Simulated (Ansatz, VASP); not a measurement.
# Sn9Se7S11 (SnS1.22Se0.78, CdI2-type hexagonal) in two plane-wave programs, part 3 of 3

Wanted: the spread between two codes on one cell, functional and k mesh. The cell is invented: As first built, before any earlier steps moved the atoms (in the runner's words): 3x3x1 conventional cells of the SnS2 type (27 atoms: 11 S, 7 Se, 9 Sn); S/Se share their sites, the best of 600 random draws by like-pair counts in two shells; start lattice by linear mixing of the end members' cells; atoms moved at random by 0.02 A. It may not be a known or stable phase. Of the first pair: The structure shown is the end of the Ansatz relaxation below.

VASP 6.6.1 and Ansatz 0.2.0.

So far. Step 3 (VASP: single point, PBE, relaxed cell): The run ends at a pressure of -0.03 GPa, with forces up to 0.029 eV/Å.

## Step 6: VASP: single point, PBEsol, start cell, pair 2

Level of this step: PBEsol; plane waves and PAW (S, Se, Sn_d); invented cell (VASP).

The same cell, functional, mesh and smearing now go to VASP, with its own data sets.

INCAR reads:

```
SYSTEM = Sn9Se7S11
PREC = Accurate
ENCUT = 400
EDIFF = 1E-06
NELM = 120
ISMEAR = -1
SIGMA = 0.01
LREAL = .FALSE.
ALGO = Normal
GGA = PS
NBANDS = 136
LORBIT = 11
LWAVE = .FALSE.
LCHARG = .FALSE.
ISIF = 2
LASPH = .TRUE.
GGA_COMPAT = .FALSE.
EFERMI = MIDGAP
KPAR = 4
```

POSCAR reads:

```
Sn9Se7S11
1.0
   11.2043200000     -0.0020100000     -0.0314800000
   -5.6039000000      9.7046900000     -0.0007600000
   -0.0169100000     -0.0102300000      5.9581600000
S Se Sn
11 7 9
Direct
    0.1121114050      0.2240911043      0.2452937780
    0.2197908309      0.1119587965      0.7510882729
    0.1125680022      0.5550117713      0.2434921938
    0.2183593325      0.4412940577      0.7510387998
    0.1135502072      0.8907456655      0.2426506719
    0.5574756270      0.1132059087      0.7534432391
    0.4420016276      0.5545242905      0.2441753242
    0.7818684943      0.2240459518      0.2468183961
    0.8902779272      0.1129765572      0.7539595800
    0.8885301291      0.4430138234      0.7552176543
    0.8884993158      0.7784100788      0.7568547253
    0.2189031894      0.7762481336      0.7240962010
    0.4433269408      0.2217428021      0.2692147335
    0.5553921721      0.4437651699      0.7318737676
    0.4438968512      0.8888394671      0.2658118263
    0.5568040519      0.7783640905      0.7295238376
    0.7815023368      0.5560173360      0.2741994620
    0.7820092931      0.8932652770      0.2728017600
    0.0026547333      0.0014552597      0.9987789312
    0.0005043280      0.3336148602      0.9997833935
    0.0004943428      0.6675050295      0.9998427141
    0.3318277609      0.0011060745      0.9938549449
    0.3297132449      0.3335382474      0.9992737459
    0.3310519165      0.6623154719      0.9971576584
    0.6698760892      0.0048392005      0.9986793535
    0.6696000772      0.3316602267      0.0013479115
    0.6676969656      0.6676970026      0.0049220817
```

KPOINTS reads:

```
Automatic mesh
0
Gamma
2 2 3
0 0 0
```

PAW data sets: S, Se and Sn_d (PBE family, release 64).

Launch:

```
mpirun -np 4 vasp_std
```

Numbers of over 12 decimals in the logs are rounded to 6 here.

Log:

```text
[banner, memory and clock lines left out]
running    4 mpi-ranks, on    1 nodes
[...]
[... a notice as in an earlier step ...]

|                                                                             |
|               ----> ADVICE to this user running VASP <----                  |
|                                                                             |
|     You enforced a specific xc type in the INCAR file but a different       |
|     [... a line on the potential file left out ...]
|     I HOPE YOU KNOW WHAT YOU ARE DOING!                                     |
|                                                                             |

 LDA part: xc-table for (Slater+PW92), standard interpolation
 POSCAR, INCAR and KPOINTS ok, starting setup
[...]
entering main loop
       N       E                     dE             d eps       ncg     rms          rms(c)
DAV:   1     0.289687101447E+04    0.28969E+04   -0.83113E+04  2176   0.176E+03
DAV:   2     0.487734815933E+03   -0.24091E+04   -0.23595E+04  2208   0.524E+02
DAV:   3    -0.677867858219E+02   -0.55552E+03   -0.53287E+03  2480   0.218E+02
DAV:   4    -0.124549327791E+03   -0.56763E+02   -0.54918E+02  2552   0.693E+01
[...]
DAV:  14    -0.123634618938E+03   -0.32876E-05   -0.12142E-05  2176   0.117E-02    0.106E-02
DAV:  15    -0.123634620719E+03   -0.17817E-05   -0.37879E-06  1976   0.703E-03    0.657E-03
DAV:  16    -0.123634620968E+03   -0.24857E-06   -0.49617E-07  1376   0.467E-03
   1 F= -.12363462E+03 E0= -.12363462E+03  d E =-.185478E-19
```

From OUTCAR (step 6):

```text
  Total       -3.1829928     -3.1896832     -1.5109056      0.0027597      0.0150036      0.0135249
  in kB       -7.8725717     -7.8891193     -3.7369587      0.0068256      0.0371087      0.0334514
  external PRESSURE =      -6.4995499 kB  Pullay stress =       0.0000000 kB

 POSITION                                       TOTAL-FORCE (eV/Angst)
 -----------------------------------------------------------------------------------
     -0.00380      2.17200      1.45780         0.001663      0.002745     -0.164169
      1.82250      1.07840      4.46810         0.007729      0.004871      0.157980
     -1.85310      5.38350      1.44680         0.002720      0.010784     -0.154328
     -0.03910      4.27450      4.46760         0.003594      0.003642      0.168700
     -3.72350      8.64170      1.44150         0.013798     -0.001744     -0.156905
      5.59900      1.08980      4.47150        -0.004091      0.002237      0.152863
      1.84070      5.37810      1.44050         0.004609      0.002578     -0.150650
      7.50060      2.17020      1.44580        -0.004328     -0.003575     -0.170469
      9.32910      1.08690      4.46410        -0.002898     -0.008742      0.152374
      7.46000      4.28980      4.47140        -0.011692      0.003040      0.154001
      5.58010      7.54470      4.48090        -0.007533     -0.008389      0.145503
     -1.90960      7.52540      4.30680         0.013504     -0.000087      0.136354
      3.72000      2.14830      1.58990         0.001795      0.005012     -0.138741
      3.72360      4.29800      4.34280         0.011868     -0.001720      0.123919
[...]
-----------------------------------------------------------------------------------
    total drift:                               -0.000021     -0.000086     -0.000798

  FREE ENERGIE OF THE ION-ELECTRON SYSTEM (eV)
  ---------------------------------------------------
  free  energy   TOTEN  =      -123.6346209680 eV

  energy  without entropy=     -123.6346209680  energy(sigma->0) =     -123.63462097

[... 1 part as in an earlier step ...]

[... 2 further parts left out ...]
[key lines of the parts left out:]
E-fermi :   4.8672
```

The run ends at a pressure of -0.65 GPa, with forces up to 0.17 eV/Å.

## Step 7: Comparison

What differs besides the data sets and the points named for the pairs above, as far as they apply: the data sets hold 304 valence electrons in Ansatz (on its default PAW (the set named soft_2) files) and 234 in VASP; the cutoff is 420 eV in Ansatz and 400 eV in VASP; Ansatz makes its cores anew for this functional, VASP keeps those of its PBE data sets. Total energies have different zeros and are not compared.

Forces on 10 of the 27 atoms, those with the largest forces and the largest differences (eV/Å; atoms numbered as in POSCAR):

```
atom          Ansatz x, y, z            VASP x, y, z
  S1    0.001, 0.002, -0.167    0.002, 0.003, -0.164
  S2     0.009, 0.006, 0.160     0.008, 0.005, 0.158
  S4     0.003, 0.004, 0.172     0.004, 0.004, 0.169
  S5   0.015, -0.003, -0.160   0.014, -0.002, -0.157
  S8  -0.004, -0.004, -0.173  -0.004, -0.004, -0.170
 S10    -0.012, 0.005, 0.157    -0.012, 0.003, 0.154
Se17  -0.011, -0.006, -0.158  -0.011, -0.005, -0.140
Sn24  -0.002, -0.013, -0.004   -0.001, -0.030, 0.001
Sn25     0.003, 0.011, 0.009     0.003, 0.029, 0.004
Sn26    0.012, -0.005, 0.008    0.029, -0.015, 0.002
```

The forces differ by 7.1 meV/Å r.m.s., which is 10.1 % of the r.m.s. force of 0.070 eV/Å (both taken over all components).

## Step 8: Ansatz: relaxation, PBEsol

This run makes the geometry at which the two programs are then compared. The cell compared in this pair holds 665.39 Å³, against 647.78 Å³ for the pair before.

The structure compared here is the end of the Ansatz relaxation.

input.yaml reads:

```yaml
crystal:
  lattice:
    - [11.20432, -0.00201, -0.03148]
    - [-5.6039, 9.70469, -0.00076]
    - [-0.01691, -0.01023, 5.95816]
  atoms:
    - { symbol: S, position: [0.11211, 0.22409, 0.2453] }
    - { symbol: S, position: [0.21979, 0.11196, 0.75109] }
    - { symbol: S, position: [0.11257, 0.55501, 0.2435] }
    - { symbol: S, position: [0.21836, 0.44129, 0.75104] }
    - { symbol: S, position: [0.11355, 0.89075, 0.24265] }
    - { symbol: S, position: [0.55748, 0.11321, 0.75344] }
    - { symbol: S, position: [0.442, 0.55452, 0.24418] }
    - { symbol: S, position: [0.78187, 0.22405, 0.24682] }
    - { symbol: S, position: [0.89028, 0.11298, 0.75396] }
    - { symbol: S, position: [0.88853, 0.44301, 0.75521] }
    - { symbol: S, position: [0.8885, 0.77841, 0.75686] }
    - { symbol: Se, position: [0.2189, 0.77625, 0.7241] }
    - { symbol: Se, position: [0.44333, 0.22174, 0.26922] }
    - { symbol: Se, position: [0.55539, 0.44376, 0.73187] }
    - { symbol: Se, position: [0.4439, 0.88884, 0.26582] }
    - { symbol: Se, position: [0.5568, 0.77836, 0.72953] }
    - { symbol: Se, position: [0.7815, 0.55602, 0.2742] }
    - { symbol: Se, position: [0.78201, 0.89327, 0.2728] }
    - { symbol: Sn, position: [0.00266, 0.00146, 0.99878] }
    - { symbol: Sn, position: [0.0005, 0.33361, 0.99979] }
    - { symbol: Sn, position: [0.00049, 0.6675, 0.99985] }
    - { symbol: Sn, position: [0.33183, 0.00111, 0.99385] }
    - { symbol: Sn, position: [0.32971, 0.33354, 0.99928] }
    - { symbol: Sn, position: [0.33105, 0.66232, 0.99716] }
    - { symbol: Sn, position: [0.66988, 0.00484, 0.99868] }
    - { symbol: Sn, position: [0.6696, 0.33166, 0.00134] }
    - { symbol: Sn, position: [0.6677, 0.6677, 0.00493] }
kpoints:
  mp_grid: { grid: [2, 2, 3] }
hamiltonian:
  xc: pbesol
scf:
  occupations: { method: fermi_dirac, width: 0.01 }
output:
  forces: true
  stress: true
relax:
  f_tol: 0.02
  max_steps: 45
  cell: { stress_tol: 0.1 }
```

Launch:

```
ansatz run input.yaml --threads 8 --pin off --max-ram 15360MiB --backend cpu --events-out ev --progress --plain --runs-dir out
```

Log:

```text
[...]
Crystal: 27 atoms, lattice volume = 647.783 Å³
Basis set: ecut = 420 eV, 12659 PW (Γ), exchange–correlation on 150×150×80 points (8 copies of the dense FFT grid, shifted against one another)
Bands: 183, of which v1, the nominal top of the filled ones, is band 152 counted from 1 (151 counted from 0)
Symmetry: 1 space group operations
[...]
- { symbol: Sn, position: [0.000457384, 0.333658, 0.998626] }
    - { symbol: Sn, position: [0.000442094, 0.667505, 0.998914] }
    - { symbol: Sn, position: [0.332115, 0.0010642, 0.997111] }
    - { symbol: Sn, position: [0.330207, 0.333631, 0.998615] }
    - { symbol: Sn, position: [0.331397, 0.662743, 0.995482] }
    - { symbol: Sn, position: [0.669483, 0.00444806, 1.000296] }
    - { symbol: Sn, position: [0.669381, 0.331803, 0.00213565] }
    - { symbol: Sn, position: [0.667467, 0.667540, 0.00211194] }
[key lines of the parts left out:]
SCF converged after 6 iterations
Free energy (F): -101261.632961 eV
Fermi energy:    7.171050 eV
P = ⅓ Tr σ = -0.0032 GPa (-0.032 kbar)
```

## Step 9: VASP: single point, PBEsol, relaxed cell, pair 3

The same cell, functional, mesh and smearing now go to VASP, with its own data sets.

Changes to INCAR since step 6:

```diff
@@ -2,3 +2,3 @@
 PREC = Accurate
-ENCUT = 400
+ENCUT = 500
 EDIFF = 1E-06
```

POSCAR reads:

```
Sn9Se7S11
1.0
   11.1484130000     -0.0018540000     -0.0312760000
   -5.5758190000      9.6558170000     -0.0034250000
   -0.0160890000     -0.0113720000      6.1819220000
S Se Sn
11 7 9
Direct
    0.1123500000      0.2246000000      0.2349700000
    0.2201600000      0.1116200000      0.7628500000
    0.1129600000      0.5557000000      0.2322200000
    0.2184500000      0.4411700000      0.7604200000
    0.1135700000      0.8901000000      0.2335900000
    0.5567600000      0.1128000000      0.7651300000
    0.4427200000      0.5550900000      0.2325900000
    0.7821900000      0.2243500000      0.2368100000
    0.8896700000      0.1119000000      0.7647400000
    0.8879200000      0.4431200000      0.7648000000
    0.8883500000      0.7784600000      0.7664600000
    0.2197700000      0.7770900000      0.7348300000
    0.4437700000      0.2227800000      0.2600000000
    0.5556900000      0.4431100000      0.7409200000
    0.4436000000      0.8879200000      0.2568100000
    0.5572100000      0.7793400000      0.7387700000
    0.7809200000      0.5563000000      0.2627800000
    0.7808900000      0.8921800000      0.2625100000
    0.0023900000      0.0012300000      0.0007500000
    0.0004600000      0.3336600000      0.9986300000
    0.0004400000      0.6675100000      0.9989100000
    0.3321200000      0.0010600000      0.9971100000
    0.3302100000      0.3336300000      0.9986100000
    0.3314000000      0.6627400000      0.9954800000
    0.6694800000      0.0044500000      0.0003000000
    0.6693800000      0.3318000000      0.0021400000
    0.6674700000      0.6675400000      0.0021100000
```

KPOINTS is that of step 6.

Launch:

```
mpirun -np 4 vasp_std
```

Log:

```text
[banner, memory and clock lines left out]
running    4 mpi-ranks, on    1 nodes
[...]
[... a notice as in an earlier step ...]

 [... a notice as in an earlier step ...]

 LDA part: xc-table for (Slater+PW92), standard interpolation
 POSCAR, INCAR and KPOINTS ok, starting setup
[...]
entering main loop
       N       E                     dE             d eps       ncg     rms          rms(c)
DAV:   1     0.321510615177E+04    0.32151E+04   -0.93667E+04  2184   0.200E+03
DAV:   2     0.590367375866E+03   -0.26247E+04   -0.25722E+04  2176   0.601E+02
DAV:   3    -0.553631358681E+02   -0.64573E+03   -0.61919E+03  2504   0.238E+02
DAV:   4    -0.123895404652E+03   -0.68532E+02   -0.66730E+02  2528   0.774E+01
[...]
DAV:  14    -0.123708094620E+03   -0.39926E-05   -0.13102E-05  2304   0.125E-02    0.110E-02
DAV:  15    -0.123708096727E+03   -0.21074E-05   -0.37292E-06  1976   0.753E-03    0.677E-03
DAV:  16    -0.123708097026E+03   -0.29880E-06   -0.52607E-07  1376   0.438E-03
   1 F= -.12370810E+03 E0= -.12370810E+03  d E =-.376006E-21
```

OUTCAR, selected parts (step 9):

```text
  Total       -0.0568607     -0.0722334      0.1337672      0.0032159      0.0034638     -0.0060627
  in kB       -0.1369127     -0.1739280      0.3220929      0.0077434      0.0083403     -0.0145982
  external PRESSURE =       0.0037507 kB  Pullay stress =       0.0000000 kB

 POSITION                                       TOTAL-FORCE (eV/Angst)
 -----------------------------------------------------------------------------------
     -0.00359      2.16582      1.44828         0.001379      0.001201     -0.002217
      1.81979      1.06870      4.70861         0.002206     -0.008711      0.003403
     -1.84289      5.36289      1.43013         0.001202      0.000260     -0.002636
     -0.03675      4.25080      4.69251         0.003968      0.002340      0.001849
     -3.70067      8.59178      1.43743        -0.005056     -0.003781      0.004513
      5.56573      1.07944      4.71217        -0.000600     -0.003104      0.002514
      1.83680      5.35638      1.42211         0.000119      0.002446      0.001072
      7.46543      2.16214      1.43871        -0.001654     -0.000443     -0.003172
      9.28217      1.07014      4.69935        -0.000880     -0.003643      0.003287
      7.41584      4.26834      4.69865        -0.001482     -0.001105      0.000900
      5.55081      7.50630      4.70775         0.004043      0.006869     -0.006428
     -1.89465      7.49467      4.53313        -0.002037      0.005255     -0.016521
      3.70097      2.14734      1.59266         0.000310      0.000614      0.018427
      3.71244      4.26913      4.56141        -0.001177     -0.001483     -0.018609
[...]
-----------------------------------------------------------------------------------
    total drift:                                0.000086      0.000748     -0.000088

  FREE ENERGIE OF THE ION-ELECTRON SYSTEM (eV)
  ---------------------------------------------------
  free  energy   TOTEN  =      -123.7080970263 eV

  energy  without entropy=     -123.7080970263  energy(sigma->0) =     -123.70809703

[... 1 part as in an earlier step ...]

[... 2 further parts left out ...]
[key lines of the parts left out:]
E-fermi :   4.5555
```

The run ends at a pressure of 0.00 GPa, with forces up to 0.032 eV/Å.

## Step 10: Side by side

What differs besides the data sets and the points named for the pairs above, as far as they apply: the data sets hold 304 valence electrons in Ansatz (on its default PAW (the set named soft_2) files) and 234 in VASP; the cutoff is 420 eV in Ansatz and 500 eV in VASP. Total energies have different zeros and are not compared.

The two programs side by side:

| quantity | Ansatz | VASP | difference |
| --- | --- | --- | --- |
| pressure (GPa) | 0.00 | 0.00 | 0.00 |
| gap on the k mesh (eV) | 0.968 | 0.967 | +0.002 |

At this near-relaxed geometry the largest component of a force difference is 21 meV/Å. A gap on the mesh is an upper bound, since the band edges may lie between its points.

## Step 11: Summary of results

| Property | Result |
| --- | --- |
| difference in gap on the k mesh (single point, PBE, relaxed cell) | 0.0026 eV |
| r.m.s. force difference (single point, PBE, relaxed cell) | 6.8 meV/Å |
| r.m.s. force difference (single point, PBEsol, start cell, pair 2) | 7.1 meV/Å |
| difference in gap on the k mesh (single point, PBEsol, relaxed cell, pair 3) | 0.0017 eV |
| r.m.s. force difference (single point, PBEsol, relaxed cell, pair 3) | 7.6 meV/Å |

In words: The r.m.s. force difference is 7.6 meV/Å (single point, PBEsol, relaxed cell, pair 3), within the 12 meV/Å picked in this series as the mark of a large difference. The data sets hold unlike numbers of valence electrons (376 in Ansatz and 234 in VASP and 304 in Ansatz and 234 in VASP), so part of the differences comes from the potentials. 1 further run of this series is not shown here. How closely two codes agree says nothing of how well the functional describes the real material.

[Lines on the potential files, build, host, timing and source positions are cut from VASP's logs without a mark.]

[Logs are printed without paths, hosts, clocks, repeated set-up lines and the standing remarks that a program may print on its own settings, such as how far it seeks lower states.]

[Hosts, paths, dates, database ids (printed as entryN), source tags and the programs' standing remarks are cut or masked in the printed files.]
